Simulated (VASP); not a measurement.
A 63-atom supercell of SiC (zinc blende) holds C vacancy in charge state +2. It is relaxed twice, with the total moment held at 0 and at 2 μB. These are PBE GGA, VASP's PBE PAW potentials (set 64) (plane waves; VASP) values and carry that method's errors. Settings: PREC = Normal, LREAL = Auto, ISYM = 0, NELECT = 250.0, EDIFF = 1E-5, 400 eV cut-off, 1×1×1 Γ-centred mesh, Gaussian smearing of 0.050 eV, potentials Si C.

The cell is charged, with a uniform compensating background. The supercell is sampled at Γ alone, which is coarse: total energies, pressure and levels can be off, energies of defects by several tenths of an eV.

Problem. Which spin state lies lower, and by how much?

Solution. The state with 0 μB lies lower, by 1.54 eV.

The cell is a supercell with a defect, built from SiC (zinc blende).
